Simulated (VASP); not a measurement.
# CdSi4O (F-43m) in VASP: notebook, part 2 of 2

VASP 6.6.1. The steps go on from the part before.

## 3. Band structure, PBE

POSCAR

```
CdSi4O
1.0
    0.0000000000      3.6017500000      3.6017500000
    3.6017500000      0.0000000000      3.6017500000
    3.6017500000      3.6017500000      0.0000000000
Cd Si O
1 4 1
Direct
    0.5000000000      0.5000000000      0.5000000000
    0.8767200000      0.8767200000      0.3698400000
    0.8767200000      0.3698400000      0.8767200000
    0.8767200000      0.8767200000      0.8767200000
    0.3698400000      0.8767200000      0.8767200000
    0.2500000000      0.2500000000      0.2500000000
```

INCAR.step1

```
  ALGO = Fast
  EDIFF = 1E-6
  ENCUT = 520
  GGA = PE
  ISIF = 2
  ISMEAR = -1
  LASPH = T
  LCHARG = T
  LREAL = F
  LWAVE = F
  NBANDS = 26
  NELM = 60
  PREC = Accurate
  SIGMA = 0.05
```

KPOINTS.step1

```
k-points
0
Gamma
  5 5 5
```

INCAR.step2

```
  ALGO = Fast
  EDIFF = 1E-6
  ENCUT = 520
  GGA = PE
  ICHARG = 11
  ISIF = 2
  ISMEAR = 0
  LASPH = T
  LCHARG = F
  LREAL = F
  LWAVE = F
  NBANDS = 26
  NELM = 60
  PREC = Accurate
  SIGMA = 0.05
```

KPOINTS.step2

```
path GXWKGLUWLK,UX
10
line-mode
reciprocal
 0.0000000000  0.0000000000  0.0000000000  G
 0.5000000000  0.0000000000  0.5000000000  X

 0.5000000000  0.0000000000  0.5000000000  X
 0.5000000000  0.2500000000  0.7500000000  W

 0.5000000000  0.2500000000  0.7500000000  W
 0.3750000000  0.3750000000  0.7500000000  K

 0.3750000000  0.3750000000  0.7500000000  K
 0.0000000000  0.0000000000  0.0000000000  G

 0.0000000000  0.0000000000  0.0000000000  G
 0.5000000000  0.5000000000  0.5000000000  L

 0.5000000000  0.5000000000  0.5000000000  L
 0.6250000000  0.2500000000  0.6250000000  U

 0.6250000000  0.2500000000  0.6250000000  U
 0.5000000000  0.2500000000  0.7500000000  W

 0.5000000000  0.2500000000  0.7500000000  W
 0.5000000000  0.5000000000  0.5000000000  L

 0.5000000000  0.5000000000  0.5000000000  L
 0.3750000000  0.3750000000  0.7500000000  K

 0.6250000000  0.2500000000  0.6250000000  U
 0.5000000000  0.0000000000  0.5000000000  X
```

Potentials or basis: VASP PAW PBE potentials, release 64 (Cd, Si, O).

The run is started by

```
$ cat potpaw_PBE.64/Cd/POTCAR potpaw_PBE.64/Si/POTCAR potpaw_PBE.64/O/POTCAR > POTCAR
$ cp INCAR.step1 INCAR
$ cp KPOINTS.step1 KPOINTS
$ mpirun -np 1 vasp_std > vasp.out
$ cp INCAR.step2 INCAR
$ cp KPOINTS.step2 KPOINTS
$ mpirun -np 1 vasp_std > vasp.out
```

OUTCAR:

```text
EDIFF = 1E-6
   ENCUT = 520
   GGA = PE
   ICHARG = 11
   ISIF = 2
   ISMEAR = 0
   LASPH = T
   LREAL = F
   NELM = 60
   PREC = Accurate

 ion  position               nearest neighbor table
   1  0.500  0.500  0.500-   3 2.99   4 2.99   5 2.99   4 2.99   4 2.99   5 2.99   2 2.99   2 2.99
                             5 2.99   2 2.99   3 2.99   3 2.99
   2  0.877  0.877  0.370-   3 2.51   4 2.51   5 2.51   4 2.58   3 2.58   5 2.58   1 2.99   1 2.99
                             1 2.99
   3  0.877  0.370  0.877-   2 2.51   4 2.51   5 2.51   2 2.58   4 2.58   5 2.58   1 2.99   1 2.99
                             1 2.99
   4  0.877  0.877  0.877-   2 2.51   3 2.51   5 2.51   2 2.58   3 2.58   5 2.58   1 2.99   1 2.99
                             1 2.99
   5  0.370  0.877  0.877-   2 2.51   3 2.51   4 2.51   4 2.58   2 2.58   3 2.58   1 2.99   1 2.99
                             1 2.99
   6  0.250  0.250  0.250-

  LATTYP: Found a face centered cubic cell.
 ALAT       =     7.2035000000

  Lattice vectors:

 A1 = (   0.0000000000,   3.6017500000,   3.6017500000)
 A2 = (   3.6017500000,   0.0000000000,   3.6017500000)
 A3 = (   3.6017500000,   3.6017500000,   0.0000000000)

Analysis of symmetry for initial positions (statically):
=====================================================================
 Subroutine PRICEL returns:
 Original cell was already a primitive cell.

 Routine SETGRP: Setting up the symmetry group for a
 face centered cubic supercell.

 Subroutine GETGRP returns: Found 24 space group operations
 (whereof 24 operations were pure point group operations)
 out of a pool of 48 trial point group operations.

The static configuration has the point symmetry T_d .

Analysis of symmetry for dynamics (positions and initial velocities):
=====================================================================
 Subroutine PRICEL returns:
 Original cell was already a primitive cell.

 Routine SETGRP: Setting up the symmetry group for a
 face centered cubic supercell.

 Subroutine GETGRP returns: Found 24 space group operations
 (whereof 24 operations were pure point group operations)
 out of a pool of 48 trial point group operations.

The dynamic configuration has the point symmetry T_d .

 Subroutine INISYM returns: Found 24 space group operations
 (whereof 24 operations are pure point group operations),
 and found     1 'primitive' translations

----------------------------------------------------------------------------------------

                                     Primitive cell

  volume of cell :      93.4481

  direct lattice vectors                    reciprocal lattice vectors
     0.000000000  3.601750000  3.601750000    -0.138821406  0.138821406  0.138821406
     3.601750000  0.000000000  3.601750000     0.138821406 -0.138821406  0.138821406
     3.601750000  3.601750000  0.000000000     0.138821406  0.138821406 -0.138821406

  length of vectors
     5.093643698  5.093643698  5.093643698     0.240445729  0.240445729  0.240445729

  position of ions in fractional coordinates (direct lattice)
     0.500000000  0.500000000  0.500000000
     0.876720000  0.876720000  0.369840000
     0.876720000  0.369840000  0.876720000
     0.876720000  0.876720000  0.876720000
[... 37 lines left out ...]
  0.166667  0.000000  0.166667      0.010000
  0.222222  0.000000  0.222222      0.010000
  0.277778  0.000000  0.277778      0.010000
[... 16 lines left out ...]
  0.472222  0.277778  0.750000      0.010000
  0.458333  0.291667  0.750000      0.010000
 [... further k-points ...]
   k-points           NKPTS =    100   k-points in BZ     NKDIM =    100   number of bands    NBANDS=     26
   number of dos      NEDOS =    301   number of ions     NIONS =      6
   total plane-waves  NPLWV =  64000
   dimension x,y,z NGX =    40 NGY =   40 NGZ =   40
   dimension x,y,z NGXF=    80 NGYF=   80 NGZF=   80
   ions per type =               1   4   1
   NGX,Y,Z   is equivalent  to a cutoff of  13.06, 13.06, 13.06 a.u.
   NGXF,Y,Z  is equivalent  to a cutoff of  26.11, 26.11, 26.11 a.u.
 SYSTEM =  unknown system
   PREC   = accura    normal or accurate (medium, high low for compatibility)
   ISTART =      0    job   : 0-new  1-cont  2-samecut
   ICHARG =     11    charge: 1-file 2-atom 10-const
   ISPIN  =      1    spin polarized calculation?
   LNONCOLLINEAR =      F non collinear calculations
   LSORBIT =      F    spin-orbit coupling
   LASPH  =      T    aspherical Exc in radial PAW
   ENCUT  =  520.0 eV  38.22 Ry    6.18 a.u.   9.47  9.47  9.47*2*pi/ulx,y,z
   NELM   =     60;   NELMIN=  2; NELMDL=  0     # of ELM steps
   EDIFF  = 0.1E-05   stopping-criterion for ELM
   LREAL  =      F    real-space projection
   EDIFFG = 0.1E-04   stopping-criterion for IOM
   NSW    =      0    number of steps for IOM
   IBRION =     -1    ionic relax: 0-MD 1-quasi-New 2-CG
   NFREE  =      0    steps in history (QN), initial steepest desc. (CG)
   ISIF   =      2    stress and relaxation
   ISYM   =      2    0-nonsym 1-usesym 2-fastsym
   POTIM  = 0.5000    time-step for ionic-motion
   TEBEG  =    0.0;   TEEND  =   0.0 temperature during run
   PSTRESS=    0.0 pullay stress
   NELECT =      34.0000    total number of electrons
   NUPDOWN=      -1.0000    fix difference up-down
   EMIN   =  10.00;   EMAX   =-10.00  energy-range for DOS
   EFERMI =   0.00;   METHOD = LEGACY
   ISMEAR =     0;   SIGMA  =   0.05  broadening in eV -4-tet -1-fermi 0-gaus
   EFERMI_NEDOS =   21; number of points for ismear=-14 and -15
   IALGO  =     68    algorithm
   IMIX   =      4    mixing-type and parameters
     AMIX     =   0.40;   BMIX     =  1.00
     AMIX_MAG =   1.60;   BMIX_MAG =  1.00
  volume/ion in A,a.u.               =      15.57       105.10
  Fermi-wavevector in a.u.,A,eV,Ry     =   1.168721  2.208563 18.584322  1.365909
  Thomas-Fermi vector in A             =   2.305204
   LORBIT       =      0    0 simple, 1 ext, 2 COOP (PROOUT), +10 PAW based schemes
   GGA     = PE    functional components
   LHFCALC =     F    Hartree Fock is set to
   AEXX    =    0.0000 exact exchange contribution
   IVDW    =     0    specifies the selected vdW correction
   LEPSILON=     F    determine dielectric tensor
   LRPA    =     F    only Hartree local field effects (RPA)
 non-spin polarized calculation
 RMM-DIIS sequential band-by-band and
 Gauss-broadening in eV      SIGMA  =   0.05
  energy-cutoff  :      520.00
  volume of cell :       93.45
 maximum number of plane-waves:      2565
 NGX is ok and might be reduce to    40

 number of electron      33.9999993 magnetization

 Free energy of the ion-electron system (eV)
  ---------------------------------------------------
  ext. energy  EPLUGINS =         0.00000000
  ---------------------------------------------------
  free energy    TOTEN  =       -23.48078442 eV

  energy without entropy =      -23.47774043  energy(sigma->0) =      -23.47926243

 E-fermi :   6.5650     XC(G=0): -10.8409

 val. band max:        6.5546440827   @ k =   0.2778   0.0000   0.2778
 cond. band min:       6.5676216980   @ k =   0.1667   0.1667   0.1667
 fundamental gap:      0.0129776154
 Fermi energy:         6.5649549616

 k-point     1 :       0.0000    0.0000    0.0000
  band No.  band energies     occupation
      1      -9.7170      2.00000
      2      -5.8991      2.00000
      3      -2.3654      2.00000
      4      -2.3654      2.00000
      5      -2.3654      2.00000
      6      -2.3218      2.00000
[... 685 lines left out ...]
     25      11.9830      0.00000
     26      12.4466      0.00000

 [... further k-points ...]

------------------------ aborting loop because EDIFF is reached ----------------------------------------

  FORCE on cell =-STRESS in cart. coord.  units (eV):
  Direction    XX          YY          ZZ          XY          YZ          ZX
  --------------------------------------------------------------------------------------
  -------------------------------------------------------------------------------------
  Total        4.6272854      4.6272854      4.6272854      0.0000000     -0.0000000     -0.0000000
  in kB       79.3352465     79.3352465     79.3352465      0.0000000     -0.0000000     -0.0000000
  external PRESSURE =      79.3352465 kB  Pullay stress =       0.0000000 kB

 VOLUME and BASIS-vectors are now :
 -----------------------------------------------------------------------------
  energy-cutoff  :      520.00
  volume of cell :       93.45
      direct lattice vectors                 reciprocal lattice vectors
     0.000000000  3.601750000  3.601750000    -0.138821406  0.138821406  0.138821406
     3.601750000  0.000000000  3.601750000     0.138821406 -0.138821406  0.138821406
     3.601750000  3.601750000  0.000000000     0.138821406  0.138821406 -0.138821406

 POSITION                                       TOTAL-FORCE (eV/Angst)
 -----------------------------------------------------------------------------------
      3.60175      3.60175      3.60175         0.000000      0.000000      0.000000
      4.48980      4.48980      6.31545         0.116490      0.116490     -0.116490
      4.48980      6.31545      4.48980         0.116490     -0.116490      0.116490
      6.31545      6.31545      6.31545        -0.116490     -0.116490     -0.116490
      6.31545      4.48980      4.48980        -0.116490      0.116490      0.116490
      1.80088      1.80088      1.80088         0.000000      0.000000      0.000000
 -----------------------------------------------------------------------------------
    total drift:                               -0.000000     -0.000000      0.000000

  FREE ENERGIE OF THE ION-ELECTRON SYSTEM (eV)
  ---------------------------------------------------
  free  energy   TOTEN  =       -23.4807844214 eV

  energy  without entropy=      -23.4777404342  energy(sigma->0) =      -23.47926243
```

Run time: 90 s. Hardware: 1 thread of Intel Xeon 6975P-C (Granite Rapids), shared host; peak memory 0.38 GiB.

Results:

```
Band gap along the path : none (metal or under the smearing width)
```

Levels at the corners of the path, in eV from the Fermi level:
| point | band 13 | band 14 | band 15 | band 16 | band 17 | band 18 | band 19 | band 20 | band 21 | band 22 |
| --- | --- | --- | --- | --- | --- | --- | --- | --- | --- | --- |
| Γ | -3.96 | -3.96 | -1.64 | -1.64 | -1.64 | -1.25 | -0.80 | -0.80 | 4.15 | 4.15 |
| X | -1.19 | -1.19 | -0.99 | 0.55 | 0.55 | 0.61 | 1.36 | 1.49 | 2.04 | 3.00 |
| X | -1.19 | -1.19 | -0.99 | 0.55 | 0.55 | 0.61 | 1.36 | 1.49 | 2.04 | 3.00 |
| W | -2.71 | -1.15 | -0.93 | -0.90 | -0.46 | 1.19 | 1.60 | 1.80 | 2.05 | 4.60 |
| W | -2.71 | -1.15 | -0.93 | -0.90 | -0.46 | 1.19 | 1.60 | 1.80 | 2.05 | 4.60 |
| K | -1.85 | -1.47 | -0.87 | -0.84 | -0.42 | 0.30 | 1.03 | 2.91 | 3.16 | 3.73 |
| K | -1.85 | -1.47 | -0.87 | -0.84 | -0.42 | 0.30 | 1.03 | 2.91 | 3.16 | 3.73 |
| Γ | -3.96 | -3.96 | -1.64 | -1.64 | -1.64 | -1.25 | -0.80 | -0.80 | 4.15 | 4.15 |
| Γ | -3.96 | -3.96 | -1.64 | -1.64 | -1.64 | -1.25 | -0.80 | -0.80 | 4.15 | 4.15 |
| L | -4.04 | -1.74 | -0.73 | -0.73 | 0.17 | 0.74 | 0.74 | 0.92 | 2.48 | 2.48 |
| L | -4.04 | -1.74 | -0.73 | -0.73 | 0.17 | 0.74 | 0.74 | 0.92 | 2.48 | 2.48 |
| U | -1.85 | -1.47 | -0.87 | -0.84 | -0.42 | 0.30 | 1.03 | 2.91 | 3.16 | 3.73 |
| U | -1.85 | -1.47 | -0.87 | -0.84 | -0.42 | 0.30 | 1.03 | 2.91 | 3.16 | 3.73 |
| W | -2.71 | -1.15 | -0.93 | -0.90 | -0.46 | 1.19 | 1.60 | 1.80 | 2.05 | 4.60 |
| W | -2.71 | -1.15 | -0.93 | -0.90 | -0.46 | 1.19 | 1.60 | 1.80 | 2.05 | 4.60 |
| L | -4.04 | -1.74 | -0.73 | -0.73 | 0.17 | 0.74 | 0.74 | 0.92 | 2.48 | 2.48 |
| L | -4.04 | -1.74 | -0.73 | -0.73 | 0.17 | 0.74 | 0.74 | 0.92 | 2.48 | 2.48 |
| K | -1.85 | -1.47 | -0.87 | -0.84 | -0.42 | 0.30 | 1.03 | 2.91 | 3.16 | 3.73 |
| U | -1.85 | -1.47 | -0.87 | -0.84 | -0.42 | 0.30 | 1.03 | 2.91 | 3.16 | 3.73 |
| X | -1.19 | -1.19 | -0.99 | 0.55 | 0.55 | 0.61 | 1.36 | 1.49 | 2.04 | 3.00 |

Caveat: the log is that of the step along the path at fixed density, whose energy, stress, charges and moments have no meaning.

## 4. Band structure, PBEsol

POSCAR is that of step 3.

Changes to INCAR.step1 since step 3:

```diff
@@ -3,3 +3,3 @@
   ENCUT = 520
-  GGA = PE
+  GGA = PS
   ISIF = 2
```

KPOINTS.step1 is that of step 3.

Changes to INCAR.step2 since step 3:

```diff
@@ -3,3 +3,3 @@
   ENCUT = 520
-  GGA = PE
+  GGA = PS
   ICHARG = 11
```

KPOINTS.step2 is that of step 3.

The run is started by

```
$ cat potpaw_PBE.64/Cd/POTCAR potpaw_PBE.64/Si/POTCAR potpaw_PBE.64/O/POTCAR > POTCAR
$ cp INCAR.step1 INCAR
$ cp KPOINTS.step1 KPOINTS
$ mpirun -np 1 vasp_std > vasp.out
$ cp INCAR.step2 INCAR
$ cp KPOINTS.step2 KPOINTS
$ mpirun -np 1 vasp_std > vasp.out
```

It took 96 s on 1 thread of Intel Xeon 6975P-C (Granite Rapids), shared host; peak memory 0.38 GiB.

It converged, with:

```
Band gap along the path : none (metal or under the smearing width)
```

Levels at the corners of the path, in eV from the Fermi level:
| point | band 14 | band 15 | band 16 | band 17 | band 18 | band 19 | band 20 | band 21 |
| --- | --- | --- | --- | --- | --- | --- | --- | --- |
| Γ | -3.96 | -1.67 | -1.67 | -1.67 | -1.33 | -0.79 | -0.79 | 4.11 |
| X | -1.21 | -1.01 | 0.56 | 0.56 | 0.61 | 1.35 | 1.52 | 2.03 |
| X | -1.21 | -1.01 | 0.56 | 0.56 | 0.61 | 1.35 | 1.52 | 2.03 |
| W | -1.17 | -0.92 | -0.91 | -0.46 | 1.21 | 1.60 | 1.80 | 2.05 |
| W | -1.17 | -0.92 | -0.91 | -0.46 | 1.21 | 1.60 | 1.80 | 2.05 |
| K | -1.49 | -0.88 | -0.83 | -0.42 | 0.30 | 1.04 | 2.92 | 3.16 |
| K | -1.49 | -0.88 | -0.83 | -0.42 | 0.30 | 1.04 | 2.92 | 3.16 |
| Γ | -3.96 | -1.67 | -1.67 | -1.67 | -1.33 | -0.79 | -0.79 | 4.11 |
| Γ | -3.96 | -1.67 | -1.67 | -1.67 | -1.33 | -0.79 | -0.79 | 4.11 |
| L | -1.78 | -0.73 | -0.73 | 0.12 | 0.74 | 0.74 | 0.93 | 2.49 |
| L | -1.78 | -0.73 | -0.73 | 0.12 | 0.74 | 0.74 | 0.93 | 2.49 |
| U | -1.49 | -0.88 | -0.83 | -0.42 | 0.30 | 1.04 | 2.92 | 3.16 |
| U | -1.49 | -0.88 | -0.83 | -0.42 | 0.30 | 1.04 | 2.92 | 3.16 |
| W | -1.17 | -0.92 | -0.91 | -0.46 | 1.21 | 1.60 | 1.80 | 2.05 |
| W | -1.17 | -0.92 | -0.91 | -0.46 | 1.21 | 1.60 | 1.80 | 2.05 |
| L | -1.78 | -0.73 | -0.73 | 0.12 | 0.74 | 0.74 | 0.93 | 2.49 |
| L | -1.78 | -0.73 | -0.73 | 0.12 | 0.74 | 0.74 | 0.93 | 2.49 |
| K | -1.49 | -0.88 | -0.83 | -0.42 | 0.30 | 1.04 | 2.92 | 3.16 |
| U | -1.49 | -0.88 | -0.83 | -0.42 | 0.30 | 1.04 | 2.92 | 3.16 |
| X | -1.21 | -1.01 | 0.56 | 0.56 | 0.61 | 1.35 | 1.52 | 2.03 |

Caveat: the log is that of the step along the path at fixed density, whose energy, stress, charges and moments have no meaning; the PAW data sets were made with another functional, which shifts forces and pressure a little.

## 5. Band structure, RPBE

POSCAR is that of step 4.

Changes to INCAR.step1 since step 4:

```diff
@@ -3,3 +3,3 @@
   ENCUT = 520
-  GGA = PS
+  GGA = RP
   ISIF = 2
```

KPOINTS.step1 is that of step 4.

Changes to INCAR.step2 since step 4:

```diff
@@ -3,3 +3,3 @@
   ENCUT = 520
-  GGA = PS
+  GGA = RP
   ICHARG = 11
```

KPOINTS.step2 is that of step 4.

The run is started by

```
$ cat potpaw_PBE.64/Cd/POTCAR potpaw_PBE.64/Si/POTCAR potpaw_PBE.64/O/POTCAR > POTCAR
$ cp INCAR.step1 INCAR
$ cp KPOINTS.step1 KPOINTS
$ mpirun -np 1 vasp_std > vasp.out
$ cp INCAR.step2 INCAR
$ cp KPOINTS.step2 KPOINTS
$ mpirun -np 1 vasp_std > vasp.out
```

Wall time 78 s (1 thread of Intel Xeon 6975P-C (Granite Rapids), shared host); peak memory 0.38 GiB.

Results (log left out):

```yaml
Band_gap_along_the_path: none (metal or under the smearing width)
```

Levels at the corners of the path, in eV from the Fermi level:
| point | band 15 | band 16 | band 17 | band 18 | band 19 | band 20 |
| --- | --- | --- | --- | --- | --- | --- |
| Γ | -1.63 | -1.63 | -1.63 | -1.21 | -0.82 | -0.82 |
| X | -0.98 | 0.52 | 0.52 | 0.62 | 1.34 | 1.47 |
| X | -0.98 | 0.52 | 0.52 | 0.62 | 1.34 | 1.47 |
| W | -0.95 | -0.89 | -0.47 | 1.18 | 1.61 | 1.82 |
| W | -0.95 | -0.89 | -0.47 | 1.18 | 1.61 | 1.82 |
| K | -0.86 | -0.85 | -0.42 | 0.31 | 1.02 | 2.89 |
| K | -0.86 | -0.85 | -0.42 | 0.31 | 1.02 | 2.89 |
| Γ | -1.63 | -1.63 | -1.63 | -1.21 | -0.82 | -0.82 |
| Γ | -1.63 | -1.63 | -1.63 | -1.21 | -0.82 | -0.82 |
| L | -0.73 | -0.73 | 0.22 | 0.73 | 0.73 | 0.90 |
| L | -0.73 | -0.73 | 0.22 | 0.73 | 0.73 | 0.90 |
| U | -0.86 | -0.85 | -0.42 | 0.31 | 1.02 | 2.89 |
| U | -0.86 | -0.85 | -0.42 | 0.31 | 1.02 | 2.89 |
| W | -0.95 | -0.89 | -0.47 | 1.18 | 1.61 | 1.82 |
| W | -0.95 | -0.89 | -0.47 | 1.18 | 1.61 | 1.82 |
| L | -0.73 | -0.73 | 0.22 | 0.73 | 0.73 | 0.90 |
| L | -0.73 | -0.73 | 0.22 | 0.73 | 0.73 | 0.90 |
| K | -0.86 | -0.85 | -0.42 | 0.31 | 1.02 | 2.89 |
| U | -0.86 | -0.85 | -0.42 | 0.31 | 1.02 | 2.89 |
| X | -0.98 | 0.52 | 0.52 | 0.62 | 1.34 | 1.47 |

Caveat: the log is that of the step along the path at fixed density, whose energy, stress, charges and moments have no meaning; the PAW data sets were made with another functional, which shifts forces and pressure a little.
